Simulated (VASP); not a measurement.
These are LDA (Ceperley-Alder, Perdew-Zunger), VASP's LDA PAW potentials (set 64) (plane waves; VASP 6.6.1) values and carry that method's errors.

A VASP calculation is set up with these files.

**POSCAR**
```
Sr(SiPd)2
1
   -2.1091320000     2.1091320000     4.9001720000
    2.1091320000    -2.1091320000     4.9001720000
    2.1091320000     2.1091320000    -4.9001720000
Sr Si Pd
1 2 2
Direct
  0.0000000000   0.0000000000   0.0000000000
  0.3736100000   0.3736100000   0.0000000000
  0.6263900000   0.6263900000   0.0000000000
  0.2500000000   0.7500000000   0.5000000000
  0.7500000000   0.2500000000   0.5000000000
```

INCAR:
```
NELM=100
PREC=Accurate
LASPH=.True.   ! aspherical one-centre terms
ALGO=Normal   ! blocked Davidson
LREAL=.False.   ! projection in real space or not
ENCUT=300
EDIFF=1E-6
ISMEAR=0   ! Gaussian
LMAXMIX=4
ISIF=2
SIGMA=0.2   ! width (eV)
LWAVE=.False.
LCHARG=.False.
SYSTEM=Sr(SiPd)2
```

File KPOINTS:
```
kpoints
0
gamma
 9 9 9
0 0 0
```

POTCAR, in this order: Sr_sv Si Pd (LDA.64 set). Program: vasp_std.

Output

OUTCAR:
```
 ion  position               nearest neighbor table
   1  0.000  0.000  0.000-   3 3.23   3 3.23   3 3.23   2 3.23   3 3.23   2 3.23   2 3.23   2 3.23
                             4 3.23   4 3.23   5 3.23   5 3.23   5 3.23   4 3.23   4 3.23   5 3.23
   2  0.374  0.374  0.000-   4 2.43   5 2.43   4 2.43   5 2.43   3 2.48   1 3.23   1 3.23   1 3.23
                             1 3.23   1 3.66
   3  0.626  0.626  0.000-   4 2.43   5 2.43   4 2.43   5 2.43   2 2.48   1 3.23   1 3.23   1 3.23
                             1 3.23   1 3.66
   4  0.250  0.750  0.500-   2 2.43   3 2.43   2 2.43   3 2.43   5 2.98   5 2.98   5 2.98   5 2.98
                             1 3.23   1 3.23   1 3.23   1 3.23
   5  0.750  0.250  0.500-   2 2.43   3 2.43   2 2.43   3 2.43   4 2.98   4 2.98   4 2.98   4 2.98
                             1 3.23   1 3.23   1 3.23   1 3.23
  LATTYP: Found a body centered tetragonal cell.
 ALAT       =     4.2182640000
 C/A-ratio  =     2.3233121493
 Subroutine PRICEL returns:
 Original cell was already a primitive cell.
 Subroutine GETGRP returns: Found 16 space group operations
The static configuration has the point symmetry D_4h.
The dynamic configuration has the point symmetry D_4h.
 Subroutine INISYM returns: Found 16 space group operations
 Subroutine IBZKPT returns following result:
 Found     75 irreducible k-points:

 Following reciprocal coordinates:
            Coordinates               Weight
  0.000000  0.000000  0.000000      1.000000
  0.111111  0.000000  0.000000      8.000000
  0.222222 -0.000000  0.000000      8.000000
  0.333333  0.000000  0.000000      8.000000
  0.444444 -0.000000  0.000000      8.000000
  0.111111  0.111111  0.000000      8.000000
  0.222222  0.111111  0.000000     16.000000
  0.333333  0.111111  0.000000     16.000000
  0.444444  0.111111  0.000000     16.000000
 -0.444444  0.111111 -0.000000     16.000000
 -0.333333  0.111111  0.000000     16.000000
 -0.222222  0.111111 -0.000000     16.000000
 -0.111111  0.111111  0.000000      4.000000
  0.222222  0.222222  0.000000      8.000000
  0.333333  0.222222  0.000000     16.000000
...
```

### OSZICAR
```
       N       E                     dE             d eps       ncg     rms          rms(c)
DAV:   1     0.138811699868E+03    0.13881E+03   -0.13459E+04  3450   0.101E+03
DAV:   2    -0.263017139523E+02   -0.16511E+03   -0.16160E+03  3982   0.246E+02
DAV:   3    -0.323106691945E+02   -0.60090E+01   -0.59373E+01  5186   0.447E+01
DAV:   4    -0.324261831290E+02   -0.11551E+00   -0.11546E+00  4784   0.555E+00
DAV:   5    -0.324282981235E+02   -0.21150E-02   -0.21149E-02  4922   0.661E-01    0.317E+01
DAV:   6    -0.315895212515E+02    0.83878E+00   -0.17229E+01  3926   0.297E+01    0.134E+01
DAV:   7    -0.310462584601E+02    0.54326E+00   -0.52650E+00  3877   0.185E+01    0.103E+01
DAV:   8    -0.309491332834E+02    0.97125E-01   -0.29578E-01  4269   0.406E+00    0.193E+00
DAV:   9    -0.309312900256E+02    0.17843E-01   -0.87201E-02  4214   0.213E+00    0.541E-01
DAV:  10    -0.309317023933E+02   -0.41237E-03   -0.42223E-03  4299   0.412E-01    0.164E-01
DAV:  11    -0.309316828325E+02    0.19561E-04   -0.55855E-04  4348   0.181E-01    0.670E-02
DAV:  12    -0.309316712352E+02    0.11597E-04   -0.72037E-05  4357   0.607E-02    0.136E-02
DAV:  13    -0.309316712222E+02    0.12921E-07   -0.36795E-06  4221   0.111E-02
   1 F= -.30931671E+02 E0= -.30901699E+02  d E =-.599437E-01
```

OUTCAR:
```
------------------------ aborting loop because EDIFF is reached ----------------------------------------
  FORCE on cell =-STRESS in cart. coord.  units (eV):
  Direction    XX          YY          ZZ          XY          YZ          ZX
  --------------------------------------------------------------------------------------
  Total        0.7882329      0.7882329      0.9904438      0.0000000     -0.0000000      0.0000000
  in kB       14.4839268     14.4839268     18.1995885      0.0000000     -0.0000000      0.0000000
  external PRESSURE =      15.7224807 kB  Pullay stress =       0.0000000 kB
  volume of cell :       87.19
      direct lattice vectors                 reciprocal lattice vectors
    -2.109132000  2.109132000  4.900172000     0.000000000  0.237064347  0.102037235
     2.109132000 -2.109132000  4.900172000     0.237064347  0.000000000  0.102037235
     2.109132000  2.109132000 -4.900172000     0.237064347  0.237064347  0.000000000
 POSITION                                       TOTAL-FORCE (eV/Angst)
 -----------------------------------------------------------------------------------
      0.00000      0.00000      0.00000         0.000000      0.000000      0.000000
      0.00000      0.00000      3.66151         0.000000      0.000000      0.122579
      0.00000      0.00000      6.13884        -0.000000     -0.000000     -0.122579
      2.10913      0.00000      2.45009         0.000000      0.000000      0.000000
      0.00000      2.10913      2.45009         0.000000      0.000000     -0.000000
 -----------------------------------------------------------------------------------
    total drift:                                0.000000     -0.000000      0.000000
  FREE ENERGIE OF THE ION-ELECTRON SYSTEM (eV)
  ---------------------------------------------------
  free  energy   TOTEN  =       -30.9316712222 eV

  energy  without entropy=      -30.8717275035  energy(sigma->0) =      -30.90169936
```
(Selected blocks of OUTCAR.)

**OUTCAR**
```
 val. band max:        7.7297143858   @ k =   0.4444   0.2222   0.1111

 cond. band min:       7.7462949333   @ k =  -0.3333   0.1111   0.0000


 Fermi energy:         7.7454830687

 k-point     1 :       0.0000    0.0000    0.0000
  band No.  band energies     occupation
      1     -26.4897      2.00000
      2      -8.7821      2.00000
      3      -8.7122      2.00000
      4      -8.7122      2.00000
      5      -2.6895      2.00000
      6      -0.0457      2.00000
      7       1.7499      2.00000
      8       2.7311      2.00000
      9       2.8325      2.00000
     10       2.8325      2.00000
     11       4.3438      2.00000
     12       4.3438      2.00000
     13       4.7981      2.00000
     14       5.0763      2.00000
     15       5.0994      2.00000
     16       5.6868      2.00000
     17       6.1455      2.00000
     18       6.7725      2.00000
     19       6.7725      2.00000
     20       8.4418      0.00000
     21       9.6717      0.00000
     22       9.6717      0.00000
     23      11.8704      0.00000

 k-point     2 :       0.1111    0.0000    0.0000
  band No.  band energies     occupation
      1     -26.4887      2.00000
      2      -8.7823      2.00000
      3      -8.7406      2.00000
      4      -8.7089      2.00000
      5      -2.5607      2.00000
      6      -0.0449      2.00000
      7       1.8607      2.00000
      8       2.6853      2.00000
      9       2.7980      2.00000
     10       2.9549      2.00000
     11       4.1087      2.00000
     12       4.2703      2.00000
     13       4.7404      2.00000
     14       5.0168      2.00000
     15       5.1761      2.00000
     16       5.7183      2.00000
     17       5.8460      2.00000
     18       6.4246      2.00000
     19       7.2492      1.99955
     20       8.1824      0.00200
     21       9.4552      0.00000
     22       9.9129      0.00000
     23      12.2945      0.00000

 k-point     3 :       0.2222   -0.0000    0.0000
...
```

At this cut-off the stress carries a Pulay error, which pulls relaxed volumes low.

The structure comes from a computed database's Pd2SrSi2 entry; how it stands against other phases isn't given here. The cell was not relaxed at this level, and its volume differs by -5.9 % from the start's.
